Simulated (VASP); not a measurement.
Output of a VASP run:

### OUTCAR
```
 ion  position               nearest neighbor table
   1  0.000  0.000  0.000-
   2  0.500  0.500  0.500-
  LATTYP: Found a face centered cubic cell.
 ALAT       =     6.5994000000
 Subroutine PRICEL returns:
 Original cell was already a primitive cell.
 Subroutine GETGRP returns: Found 48 space group operations
The static configuration has the point symmetry O_h .
The dynamic configuration has the point symmetry O_h .
 Subroutine INISYM returns: Found 48 space group operations
 Subroutine IBZKPT returns following result:
 Found     16 irreducible k-points:

 Following reciprocal coordinates:
            Coordinates               Weight
  0.000000  0.000000  0.000000      1.000000
  0.166667  0.000000  0.000000      8.000000
  0.333333  0.000000  0.000000      8.000000
  0.500000  0.000000  0.000000      4.000000
  0.166667  0.166667  0.000000      6.000000
  0.333333  0.166667  0.000000     24.000000
  0.500000  0.166667  0.000000     24.000000
 -0.333333  0.166667  0.000000     24.000000
 -0.166667  0.166667  0.000000     12.000000
  0.333333  0.333333  0.000000      6.000000
  0.500000  0.333333  0.000000     24.000000
 -0.333333  0.333333  0.000000     12.000000
  0.500000  0.500000  0.000000      3.000000
  0.500000  0.333333  0.166667     24.000000
 -0.333333  0.333333  0.166667     24.000000
 -0.333333  0.500000  0.166667     12.000000
   k-points           NKPTS =     16   k-points in BZ     NKDIM =     16   number of bands    NBANDS=     11
   number of dos      NEDOS =    301   number of ions     NIONS =      2
   total plane-waves  NPLWV =  27000
   dimension x,y,z NGX =    30 NGY =   30 NGZ =   30
   dimension x,y,z NGXF=    60 NGYF=   60 NGZF=   60
   ions per type =               1   1
   PREC   = accura    normal or accurate (medium, high low for compatibility)
   ISTART =      0    job   : 0-new  1-cont  2-samecut
   ICHARG =      2    charge: 1-file 2-atom 10-const
   ISPIN  =      1    spin polarized calculation?
   LNONCOLLINEAR =      F non collinear calculations
   LSORBIT =      F    spin-orbit coupling
   INIWAV =      1    electr: 0-lowe 1-rand  2-diag
   ENCUT  =  400.0 eV  29.40 Ry    5.42 a.u.   7.61  7.61  7.61*2*pi/ulx,y,z
   NELM   =    100;   NELMIN=  2; NELMDL= -5     # of ELM steps
   EDIFF  = 0.1E-05   stopping-criterion for ELM
   LREAL  =      F    real-space projection
   NLSPLINE    = F    spline interpolate recip. space projectors
   LMAXMIX     =    4 max onsite mixed and CHGCAR
   VOSKOWN=      0    Vosko Wilk Nusair interpolation
   EDIFFG = 0.1E-04   stopping-criterion for IOM
   NSW    =      0    number of steps for IOM
   NBLOCK =      1;   KBLOCK =      1    inner block; outer block
   IBRION =     -1    ionic relax: 0-MD 1-quasi-New 2-CG
   NFREE  =      0    steps in history (QN), initial steepest desc. (CG)
   ISIF   =      2    stress and relaxation
   ISYM   =      2    0-nonsym 1-usesym 2-fastsym
   TEIN   =    0.0    initial temperature
   TEBEG  =    0.0;   TEEND  =   0.0 temperature during run
   SMASS  =  -3.00    Nose mass-parameter (am)
   PSTRESS=    0.0 pullay stress
   NELECT =      14.0200    total number of electrons
   EFERMI =   0.00;   METHOD = LEGACY
   ISMEAR =     0;   SIGMA  =   0.05  broadening in eV -4-tet -1-fermi 0-gaus
   IALGO  =     38    algorithm
   LDIAG  =      T    sub-space diagonalisation (order eigenvalues)
   IMIX   =      4    mixing-type and parameters
     AMIX     =   0.40;   BMIX     =  1.00
     AMIX_MAG =   1.60;   BMIX_MAG =  1.00
     AMIN     =   0.10
   GGA     = PE    functional components
   VOSKOWN =     0    Vosko Wilk Nusair interpolation
   LHFCALC =     F    Hartree Fock is set to
   LHFONE  =     F    Hartree Fock one center treatment
   AEXX    =    0.0000 exact exchange contribution
   IVDW    =     0    specifies the selected vdW correction
   LEPSILON=     F    determine dielectric tensor
   LRPA    =     F    only Hartree local field effects (RPA)
...
```

**OSZICAR**
```
       N       E                     dE             d eps       ncg     rms          rms(c)
DAV:   1     0.704622408506E+02    0.70462E+02   -0.59196E+03   352   0.911E+02
DAV:   2     0.715186931712E+00   -0.69747E+02   -0.66484E+02   369   0.214E+02
DAV:   3    -0.521812122254E+01   -0.59333E+01   -0.58996E+01   438   0.649E+01
DAV:   4    -0.537628901447E+01   -0.15817E+00   -0.15808E+00   413   0.113E+01
DAV:   5    -0.538038452044E+01   -0.40955E-02   -0.40955E-02   411   0.187E+00    0.171E+00
DAV:   6    -0.530655795557E+01    0.73827E-01   -0.10318E-01   403   0.203E+00    0.115E+00
DAV:   7    -0.529604197991E+01    0.10516E-01   -0.76706E-02   403   0.165E+00    0.611E-01
DAV:   8    -0.529825186327E+01   -0.22099E-02   -0.55326E-03   358   0.709E-01    0.151E-01
DAV:   9    -0.529822680026E+01    0.25063E-04   -0.13360E-04   412   0.121E-01    0.434E-02
DAV:  10    -0.529825041556E+01   -0.23615E-04   -0.42064E-05   388   0.813E-02    0.877E-03
DAV:  11    -0.529825072799E+01   -0.31243E-06   -0.39498E-06   391   0.276E-02
   1 F= -.52982507E+01 E0= -.52979523E+01  d E =-.596910E-03
```

**OUTCAR**
```
------------------------ aborting loop because EDIFF is reached ----------------------------------------
  FORCE on cell =-STRESS in cart. coord.  units (eV):
  Direction    XX          YY          ZZ          XY          YZ          ZX
  --------------------------------------------------------------------------------------
  Total       -0.0537408     -0.0537408     -0.0537408     -0.0000000     -0.0000000      0.0000000
  in kB       -1.1982885     -1.1982885     -1.1982885     -0.0000000     -0.0000000      0.0000000
  external PRESSURE =      -1.1982885 kB  Pullay stress =       0.0000000 kB
  volume of cell :       71.85
      direct lattice vectors                 reciprocal lattice vectors
     0.000000000  3.299700000  3.299700000    -0.151528927  0.151528927  0.151528927
     3.299700000  0.000000000  3.299700000     0.151528927 -0.151528927  0.151528927
     3.299700000  3.299700000  0.000000000     0.151528927  0.151528927 -0.151528927
  FREE ENERGIE OF THE ION-ELECTRON SYSTEM (eV)
  ---------------------------------------------------
  free  energy   TOTEN  =        -5.2982507280 eV

  energy  without entropy=       -5.2976538183  energy(sigma->0) =       -5.29795227
```
(Selected blocks of OUTCAR.)

**POSCAR**
```
NaI
1
    0.0000000000     3.2997000000     3.2997000000
    3.2997000000     0.0000000000     3.2997000000
    3.2997000000     3.2997000000     0.0000000000
Na I
1 1
Direct
  0.0000000000   0.0000000000   0.0000000000
  0.5000000000   0.5000000000   0.5000000000
```

### Question
Write an INCAR and KPOINTS that could have produced this output.

### Answer
Several could match; the one computed here: the input of the run itself, PBE GGA, plane waves, VASP's PBE PAW potentials (set 64).

### INCAR
```
SYSTEM = NaI
PREC = Accurate
ENCUT = 400
EDIFF = 1E-6
NELM = 100
ALGO = Normal
LREAL = .FALSE.
LASPH = .TRUE.
ISMEAR = 0
SIGMA = 0.05
GGA = PE
LMAXMIX = 4
LWAVE = .FALSE.
LCHARG = .FALSE.
ISIF = 2
NELECT = 14.02
```

### KPOINTS
```
Regular mesh
0
Gamma
 6 6 6
0 0 0
```

POTCAR, in this order: Na_pv I (PBE.64 set). Program: vasp_std.

The cell is charged, with a uniform compensating background.

The compound is NaI in the rock salt structure. The cell was not relaxed at this level. The run is one of a series of settings (NELECT = 14.02 against the base run), some of them coarse on purpose.
